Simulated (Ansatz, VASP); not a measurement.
## One calculation of NaSe4, two programs

```
Na Se
1.0
     5.09021    0.00000    0.00000
     0.00000    5.09021    0.00000
     0.00000    0.00000    5.09021
Na Se
1 4
Direct
  0.50000 0.50000 0.50000
  0.00000 0.50000 0.50000
  0.50000 0.00000 0.50000
  0.50000 0.50000 0.00000
  0.00000 0.00000 0.00000
```

Alike in both runs: functional PBE; k mesh 8 × 8 × 8; occupations gaussian, width 0.1 eV; no spin polarisation.

Ansatz relaxed the structure, and its values are those at the end. VASP's run is a single point on that final structure, the one shown.

|  | VASP | Ansatz |
| --- | --- | --- |
| version | VASP 6.6.1 | Ansatz 0.2.0 |
| potentials or method | VASP PAW PBE potentials, release 64 (Na_pv, Se) | scalar-relativistic, plane waves, PAW |
| plane-wave cutoff (eV) | 520 | 420 |
| valence electrons in the cell | 31 | 73 |

|  | VASP | Ansatz | Ansatz less VASP |
| --- | --- | --- | --- |
| gap on the k mesh at the Fermi level (eV) | none | none | - |
| pressure (GPa) | 0.0 | 0.0 | -0.06 |

A gap of «none» marks a metal or a gap that the smearing closes. The functional is the same, so the differences come from potentials, cutoffs and numerics. The two sets of potentials don't hold the same shells in valence.
